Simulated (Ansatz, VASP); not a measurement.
**Cs2SrYCl6 in VASP and in Ansatz**

INCAR

```
PREC = Accurate ; ENCUT = 520
EDIFF = 1E-6 ; ISMEAR = -5
SIGMA = 0.1 ; LREAL = False
LASPH = True ; NELM = 100
ALGO = Normal ; ISIF = 2
LWAVE = False ; LCHARG = True
GGA = PE ; LELF = True
LVHAR = True ; NBANDS = 52
```

KPOINTS

```
Automatic mesh
0
Gamma
  3 3 3
```

File POSCAR:

```
Cs2SrYCl6
1.0
    0.0000000000      5.4445990000      5.4445990000
    5.4445990000      0.0000000000      5.4445990000
    5.4445990000      5.4445990000      0.0000000000
Cs Y Cl Sr
2 1 6 1
Direct
    0.2500000000      0.2500000000      0.2500000000
    0.7500000000      0.7500000000      0.7500000000
    0.0000000000      0.0000000000      0.0000000000
    0.7561000000      0.2439000000      0.2439000000
    0.2439000000      0.7561000000      0.2439000000
    0.2439000000      0.7561000000      0.7561000000
    0.7561000000      0.2439000000      0.7561000000
    0.2439000000      0.2439000000      0.7561000000
    0.7561000000      0.7561000000      0.2439000000
    0.5000000000      0.5000000000      0.5000000000
```

Input for Ansatz:

```yaml
crystal:
  lattice:
    - [0.0, 5.444599, 5.444599]
    - [5.444599, 0.0, 5.444599]
    - [5.444599, 5.444599, 0.0]
  atoms:
    - { symbol: Cs, position: [0.25, 0.25, 0.25] }
    - { symbol: Cs, position: [0.75, 0.75, 0.75] }
    - { symbol: "Y", position: [0.0, 0.0, 0.0] }
    - { symbol: Cl, position: [0.7561, 0.2439, 0.2439] }
    - { symbol: Cl, position: [0.2439, 0.7561, 0.2439] }
    - { symbol: Cl, position: [0.2439, 0.7561, 0.7561] }
    - { symbol: Cl, position: [0.7561, 0.2439, 0.7561] }
    - { symbol: Cl, position: [0.2439, 0.2439, 0.7561] }
    - { symbol: Cl, position: [0.7561, 0.7561, 0.2439] }
    - { symbol: Sr, position: [0.5, 0.5, 0.5] }
  symmetry: { tolerance: 0.0003 }
kpoints:
  mp_grid: { grid: [3, 3, 3], shift: [0, 0, 0] }
magnetization:
  spin_polarized: false
scf:
  occupations: { method: tetrahedron }
hamiltonian:
  pseudopotentials: { kind: paw }
  xc: pbe
basis:
  ecutwfc: 420
  ecutrho_ratio: 9
output:
  forces: true
  stress: true
  eigenvalues: true
```

The cell was built by a generator and needn't be a form met in nature.

Alike in both runs: task single point; functional PBE; k mesh 3 × 3 × 3; occupations tetrahedron; no spin polarisation.

|  | VASP | Ansatz |
| --- | --- | --- |
| version | VASP 6.6.1 | Ansatz 0.2.0 |
| potentials or method | VASP PAW PBE potentials, release 64 (Cs_sv, Y_sv, Cl, Sr_sv) | PAW plane waves |
| plane-wave cutoff (eV) | 520 | 420 |
| valence electrons in the cell | 81 | 81 |

```tsv
	VASP	Ansatz	Ansatz less VASP
gap on the k mesh at the Fermi level (eV)	none	none	-
pressure (GPa)	1.7	1.6	-0.03
rms of the force components (eV/Å)	0.061	0.050	-0.0118
```

Atom by atom the forces differ by 0.012 eV/Å (rms over components). A gap of «none» marks a metal or a gap that the smearing closes. Ansatz warned: «band_table_not_solved_further».

Caveats: an odd number of electrons without spin polarisation forces a metal; a magnetic or distorted state may lie lower; tetrahedron occupations give inexact forces and stress in metals. Spin-orbit coupling is left out, which matters for the levels of Cs.
